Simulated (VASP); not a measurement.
ZnCd2SeS2, 6 atoms in the cell. Symmetry: P3m1, No. 156, trigonal system. The conventional cell has a = 4.132 Å, b = 4.132 Å, c = 10.253 Å, α = 90.00°, β = 90.00°, γ = 120.00°. Around Zn (site symmetry 3m) lie 4 S at 2.35 to 2.48 Å. Around Cd (site symmetry 3m) lie 3 S at 2.55 Å and 1 Se at 2.66 Å. Cd (site symmetry 3m) is surrounded by 1 S at 2.56 Å and 3 Se at 2.63 Å. Se (site symmetry 3m) has 4 Cd at 2.63 to 2.66 Å as nearest neighbours. S (site symmetry 3m) has 3 Zn at 2.48 Å and 1 Cd at 2.56 Å as nearest neighbours. S (site symmetry 3m) is surrounded by 1 Zn at 2.35 Å and 3 Cd at 2.55 Å. The cell was built by a generator and needn't be a form met in nature.

| Property | Result |
| --- | --- |
| Program | VASP 6.6.1 |
| Task | density of states |
| Functional | PBE |
| Potentials or basis | VASP PAW PBE potentials, release 64 (Zn, Cd, Se, S) |
| Cutoff | 520 eV |
| k mesh | 8 × 8 × 4 |
| Occupations | gaussian, width 0.03 eV |
| Spin | no spin polarisation |
| k mesh for the DOS | 12 × 12 × 6 |
| Occupations for the DOS | tetrahedron |
| Further INCAR settings | ALGO = Fast; EDIFF = 1e-06; NBANDS = 36 |

Potentials or basis: VASP PAW PBE potentials, release 64 (Zn, Cd, Se, S).

Command:

```console
$ cat potpaw_PBE.64/Zn/POTCAR potpaw_PBE.64/Cd/POTCAR potpaw_PBE.64/Se/POTCAR potpaw_PBE.64/S/POTCAR > POTCAR
$ cp INCAR.step1 INCAR
$ cp KPOINTS.step1 KPOINTS
$ mpirun -np 2 vasp_std > vasp.out
$ cp INCAR.step2 INCAR
$ cp KPOINTS.step2 KPOINTS
$ mpirun -np 2 vasp_std > vasp.out
```

Hardware: 2 MPI ranks on Intel(R) Xeon(R) Platinum 8259CL CPU @ 2.50GHz (Skylake/Cascade Lake), with other jobs on the host.

**Question.** Estimate the wall time of this run.

**Answer.** Run time: 4.5 min on 2 MPI ranks on Intel(R) Xeon(R) Platinum 8259CL CPU @ 2.50GHz (Skylake/Cascade Lake), with other jobs on the host, peak memory 0.65 GiB a rank. Counts: scf iterations 9, k points 100.
